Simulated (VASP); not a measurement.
```xyz
5
Lattice="3.2409 0.0000 0.0000 -1.6204 2.8067 0.0000 0.0000 0.0000 8.5940" Properties=species:S:1:pos:R:3 pbc="T T T"
Nb     1.6204     0.9356     7.4083
Nb     0.0000     1.8711     1.1857
C      0.0000     0.0000     0.0000
S      1.6204     0.9356     2.8194
S      0.0000     1.8711     5.7745
```

Calculation: PBEsol GGA with spin-orbit coupling, VASP's PBE PAW potentials (set 64) (plane waves; VASP). Run with 520 eV cut-off, 10×10×4 Γ-centred mesh, Gaussian smearing of 0.050 eV, potentials Nb_sv C S.

Without a dispersion term in the relaxation, distances and binding between the weakly bound layers, chains or molecules are unreliable, and so is what depends on them.

Task: Give the energies of bands 35 to 48 at the high-symmetry points, in eV from the Fermi level.

Result: 
```tsv
band	Γ	M	K	A	L	H
35	-0.94	-2.25	-3.66	-1.99	-2.40	-3.75
36	-0.94	-2.25	-3.66	-1.99	-2.40	-3.75
37	-0.79	-2.16	-3.07	-0.77	-2.37	-2.99
38	-0.79	-2.16	-3.07	-0.77	-2.37	-2.99
39	-0.76	-2.15	-3.05	-0.74	-2.04	-2.94
40	-0.76	-2.15	-3.05	-0.74	-2.04	-2.94
41	-0.42	-1.32	0.55	-0.06	-1.11	0.89
42	-0.42	-1.32	0.55	-0.06	-1.11	0.89
43	0.06	1.49	0.94	0.03	1.43	0.93
44	0.06	1.49	0.94	0.03	1.43	0.93
45	0.14	2.07	0.96	0.18	2.08	0.96
46	0.14	2.07	0.96	0.18	2.08	0.96
47	1.48	2.72	2.55	1.49	2.68	2.42
48	1.49	2.72	2.56	1.49	2.70	2.43
```

It has no gap at this level: it comes out as a metal or semimetal.

The structure comes from a computed database's Nb2CS2 entry (P-3m1); how it stands against other phases isn't given here. It was relaxed first, which changed the volume by -11 %.
